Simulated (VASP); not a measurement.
OSZICAR of a VASP run on Tb (space group P6_3/mmc):

File OSZICAR:
```
       N       E                     dE             d eps       ncg     rms          rms(c)
DAV:   1     0.120028133425E+04    0.12003E+04   -0.27201E+04  3472   0.288E+03
DAV:   2     0.412913016568E+03   -0.78737E+03   -0.71483E+03  4456   0.537E+02
DAV:   3     0.372602504862E+02   -0.37565E+03   -0.36858E+03  4224   0.291E+02
DAV:   4    -0.348764974942E+02   -0.72137E+02   -0.70673E+02  5560   0.113E+02
DAV:   5    -0.477929231585E+02   -0.12916E+02   -0.12584E+02  6440   0.509E+01    0.113E+02
DAV:   6    -0.951650179800E+02   -0.47372E+02   -0.46707E+02  4172   0.164E+02    0.479E+02
DAV:   7    -0.972426085502E+02   -0.20776E+01   -0.69856E+01  4516   0.407E+01    0.394E+02
DAV:   8    -0.101060799661E+03   -0.38182E+01   -0.18385E+01  6028   0.150E+01    0.299E+02
DAV:   9    -0.106912060622E+03   -0.58513E+01   -0.38046E+02  4128   0.608E+01    0.239E+02
DAV:  10    -0.639037499870E+02    0.43008E+02   -0.14669E+02  4808   0.451E+01    0.218E+02
DAV:  11    -0.237906504956E+03   -0.17400E+03   -0.21813E+03  5084   0.136E+02    0.921E+02
DAV:  12    -0.319389590114E+03   -0.81483E+02   -0.19606E+02  5976   0.632E+01    0.813E+02
DAV:  13    -0.305248376676E+03    0.14141E+02   -0.15572E+02  5140   0.557E+01    0.344E+02
DAV:  14    -0.116803225304E+03    0.18845E+03   -0.42539E+01  4952   0.360E+01    0.225E+02
DAV:  15    -0.153353471117E+03   -0.36550E+02   -0.22506E+03  5656   0.110E+02    0.134E+03
DAV:  16    -0.179679577431E+03   -0.26326E+02   -0.22548E+02  5832   0.599E+01    0.113E+03
DAV:  17    -0.107756392491E+03    0.71923E+02   -0.67320E+01  5032   0.418E+01    0.633E+02
DAV:  18    -0.106112027533E+03    0.16444E+01   -0.41652E+01  5992   0.272E+01    0.426E+02
DAV:  19    -0.953427920925E+02    0.10769E+02   -0.38143E+02  4504   0.854E+01    0.661E+02
DAV:  20    -0.995098983131E+02   -0.41671E+01   -0.60700E+01  5948   0.265E+01    0.571E+02
DAV:  21    -0.997814383992E+02   -0.27154E+00   -0.22837E+01  4928   0.176E+01    0.198E+02
DAV:  22    -0.860929836931E+02    0.13688E+02   -0.27329E+02  4864   0.351E+01    0.717E+02
DAV:  23    -0.880662211222E+02   -0.19732E+01   -0.60018E+01  5944   0.220E+01    0.468E+02
DAV:  24    -0.586432159926E+02    0.29423E+02   -0.66712E+01  4992   0.262E+01    0.426E+02
DAV:  25    -0.877344041980E+02   -0.29091E+02   -0.11960E+02  5116   0.130E+02    0.450E+02
DAV:  26    -0.703045429134E+02    0.17430E+02   -0.48013E+01  5484   0.330E+01    0.191E+02
DAV:  27    -0.806660368304E+02   -0.10361E+02   -0.10977E+02  4832   0.937E+01    0.292E+02
DAV:  28    -0.852961501819E+02   -0.46301E+01   -0.30726E+01  6264   0.269E+01    0.169E+02
DAV:  29    -0.853441711703E+02   -0.48021E-01   -0.13175E+02  4832   0.806E+01    0.646E+02
DAV:  30    -0.891347114024E+02   -0.37905E+01   -0.42012E+01  6136   0.264E+01    0.389E+02
DAV:  31    -0.796480896354E+02    0.94866E+01   -0.19314E+01  5524   0.203E+01    0.128E+02
DAV:  32    -0.780359161894E+02    0.16122E+01   -0.44652E+01  5028   0.316E+01    0.168E+02
DAV:  33    -0.863582438799E+02   -0.83223E+01   -0.83854E+00  5424   0.177E+01    0.134E+02
DAV:  34    -0.824348664522E+02    0.39234E+01   -0.22679E+01  5664   0.309E+01    0.117E+02
DAV:  35    -0.772279691012E+02    0.52069E+01   -0.31264E+00  5736   0.832E+00    0.123E+02
DAV:  36    -0.744898640862E+02    0.27381E+01   -0.32069E+00  4904   0.172E+01    0.106E+02
DAV:  37    -0.643183029899E+02    0.10172E+02   -0.11512E+01  4976   0.243E+01    0.953E+01
DAV:  38    -0.622609698243E+02    0.20573E+01   -0.29811E+00  6104   0.209E+01    0.882E+01
DAV:  39    -0.592110578820E+02    0.30499E+01   -0.50140E+00  5488   0.132E+01    0.790E+01
DAV:  40    -0.595426593301E+02   -0.33160E+00   -0.21343E+00  5888   0.101E+01    0.854E+01
DAV:  41    -0.575679264382E+02    0.19747E+01   -0.15227E+00  5280   0.121E+01    0.816E+01
DAV:  42    -0.568204542524E+02    0.74747E+00   -0.91294E-01  5736   0.582E+00    0.807E+01
DAV:  43    -0.569557447954E+02   -0.13529E+00   -0.48900E-01  6112   0.696E+00    0.810E+01
DAV:  44    -0.567440646367E+02    0.21168E+00   -0.72407E-01  4544   0.716E+00    0.770E+01
DAV:  45    -0.556013068390E+02    0.11428E+01   -0.38657E+00  4648   0.129E+01    0.650E+01
DAV:  46    -0.557930216435E+02   -0.19171E+00   -0.16252E+00  5928   0.636E+00    0.651E+01
DAV:  47    -0.558349360676E+02   -0.41914E-01   -0.91039E-01  5672   0.407E+00    0.662E+01
DAV:  48    -0.560963842850E+02   -0.26145E+00   -0.75986E-01  6376   0.299E+00    0.653E+01
DAV:  49    -0.560688923492E+02    0.27492E-01   -0.38447E-01  5376   0.280E+00    0.644E+01
DAV:  50    -0.558726312725E+02    0.19626E+00   -0.57426E-01  5656   0.342E+00    0.677E+01
DAV:  51    -0.575021313173E+02   -0.16295E+01   -0.37308E+01  4452   0.319E+01    0.437E+02
DAV:  52    -0.593941808081E+02   -0.18920E+01   -0.21572E+01  6232   0.132E+01    0.136E+02
DAV:  53    -0.600789421357E+02   -0.68476E+00   -0.10651E+01  4792   0.246E+01    0.899E+01
DAV:  54    -0.604474647360E+02   -0.36852E+00   -0.15555E+01  5760   0.396E+01    0.903E+01
DAV:  55    -0.607736635366E+02   -0.32620E+00   -0.68556E+00  5168   0.208E+01    0.165E+02
DAV:  56    -0.681812817760E+02   -0.74076E+01   -0.18405E+01  4856   0.402E+01    0.304E+02
DAV:  57    -0.693972572246E+02   -0.12160E+01   -0.10252E+01  6352   0.126E+01    0.141E+02
DAV:  58    -0.666227202520E+02    0.27745E+01   -0.47392E+00  5280   0.137E+01    0.111E+02
DAV:  59    -0.659118396088E+02    0.71088E+00   -0.21660E+00  5944   0.921E+00    0.109E+02
DAV:  60    -0.638519109628E+02    0.20599E+01   -0.46009E+00  5372   0.153E+01    0.100E+02
DAV:  61    -0.716236674961E+02   -0.77718E+01   -0.14561E+01  5416   0.266E+01    0.129E+02
DAV:  62    -0.698168372865E+02    0.18068E+01   -0.10737E+02  4456   0.504E+01    0.307E+02
DAV:  63    -0.675595701568E+02    0.22573E+01   -0.25544E+01  6036   0.208E+01    0.247E+02
DAV:  64    -0.561001496251E+02    0.11459E+02   -0.40889E+01  4720   0.247E+01    0.290E+02
DAV:  65    -0.580210479147E+02   -0.19209E+01   -0.17672E+01  6504   0.117E+01    0.104E+02
DAV:  66    -0.602623527810E+02   -0.22413E+01   -0.78623E+00  5524   0.190E+01    0.820E+01
DAV:  67    -0.575482932927E+02    0.27141E+01   -0.86974E+00  5184   0.284E+01    0.886E+01
DAV:  68    -0.582991586365E+02   -0.75087E+00   -0.33383E+00  6208   0.830E+00    0.844E+01
DAV:  69    -0.595718986155E+02   -0.12727E+01   -0.21442E+00  5600   0.125E+01    0.848E+01
DAV:  70    -0.597205821684E+02   -0.14868E+00   -0.73767E-01  5720   0.737E+00    0.831E+01
DAV:  71    -0.572523830292E+02    0.24682E+01   -0.50595E+00  5112   0.296E+01    0.818E+01
DAV:  72    -0.591323539353E+02   -0.18800E+01   -0.37896E+00  5416   0.197E+01    0.859E+01
DAV:  73    -0.605917708492E+02   -0.14594E+01   -0.29238E+00  5616   0.165E+01    0.813E+01
DAV:  74    -0.610507196289E+02   -0.45895E+00   -0.23396E+00  6368   0.121E+01    0.766E+01
DAV:  75    -0.610816608183E+02   -0.30941E-01   -0.97190E-01  5904   0.786E+00    0.758E+01
DAV:  76    -0.981692515724E+02   -0.37088E+02   -0.71958E+01  4592   0.799E+01    0.303E+02
DAV:  77    -0.675073893920E+02    0.30662E+02   -0.19689E+01  5616   0.357E+01    0.140E+02
DAV:  78    -0.664842764640E+02    0.10231E+01   -0.79992E+00  6432   0.102E+01    0.107E+02
DAV:  79    -0.661358972110E+02    0.34838E+00   -0.35516E+00  5784   0.884E+00    0.104E+02
DAV:  80    -0.625292750656E+02    0.36066E+01   -0.17091E+00  5992   0.834E+00    0.979E+01
DAV:  81    -0.632059303629E+02   -0.67666E+00   -0.29409E+00  5504   0.138E+01    0.885E+01
DAV:  82    -0.589808087555E+02    0.42251E+01   -0.24873E+00  5504   0.128E+01    0.816E+01
DAV:  83    -0.600201656842E+02   -0.10394E+01   -0.39175E+00  5736   0.127E+01    0.817E+01
DAV:  84    -0.598210944571E+02    0.19907E+00   -0.16619E+00  6000   0.433E+00    0.783E+01
DAV:  85    -0.590084981386E+02    0.81260E+00   -0.54078E-01  6312   0.500E+00    0.774E+01
DAV:  86    -0.475383059309E+02    0.11470E+02   -0.21331E+01  4688   0.494E+01    0.762E+01
DAV:  87    -0.495505456722E+02   -0.20122E+01   -0.74011E+00  6240   0.175E+01    0.703E+01
DAV:  88    -0.504995132780E+02   -0.94897E+00   -0.14316E+01  5312   0.203E+01    0.658E+01
DAV:  89    -0.519333424188E+02   -0.14338E+01   -0.32760E+00  6184   0.126E+01    0.606E+01
DAV:  90    -0.521679909091E+02   -0.23465E+00   -0.50504E+00  5596   0.104E+01    0.685E+01
DAV:  91    -0.549904786756E+02   -0.28225E+01   -0.59829E+00  5584   0.153E+01    0.926E+01
DAV:  92    -0.561926553438E+02   -0.12022E+01   -0.45595E+00  5808   0.112E+01    0.933E+01
DAV:  93    -0.537843255577E+02    0.24083E+01   -0.17761E+00  6044   0.703E+00    0.819E+01
DAV:  94    -0.536668133423E+02    0.11751E+00   -0.14608E+00  5904   0.467E+00    0.737E+01
DAV:  95    -0.549629480352E+02   -0.12961E+01   -0.60122E-01  5344   0.837E+00    0.762E+01
DAV:  96    -0.563725923795E+02   -0.14096E+01   -0.18952E+00  5208   0.830E+00    0.728E+01
DAV:  97    -0.580047396627E+02   -0.16321E+01   -0.17317E+00  5740   0.113E+01    0.733E+01
DAV:  98    -0.585268124619E+02   -0.52207E+00   -0.50668E-01  6056   0.603E+00    0.731E+01
DAV:  99    -0.589054101076E+02   -0.37860E+00   -0.30855E-01  6212   0.373E+00    0.735E+01
DAV: 100    -0.585346506217E+02    0.37076E+00   -0.14599E-01  6024   0.222E+00
   1 F= -.58534651E+02 E0= -.58295684E+02  d E =-.477933E+00  mag=     1.4140
```

### Question
Which electronic solver shows in the log?

### Answer
It is blocked Davidson (ALGO = Normal, or the opening steps of other solvers). The INCAR had ALGO = Normal.

### Question
How was spin treated?

### Answer
Collinear spin (ISPIN = 2): the summary line carries one mag value, 1.41 μB in the cell.

### Question
Can the final energy be trusted as converged?

### Answer
The run did not converge; its last values are not results. It stopped with EDIFF = 1E-6, NELM = 100 (PBE GGA, plane waves, VASP's PBE PAW potentials (set 64)).  The run has a spin-polarised start.

The structure comes from a computed database's Tb entry; how it stands against other phases isn't given here. The cell was not relaxed at this level. The k-mesh is coarse (spacing up to 0.35 per Å, 2π included), so the numbers may not be converged in it. The run is one of a series of settings (another spin-polarised start against the base run), some of them coarse on purpose.
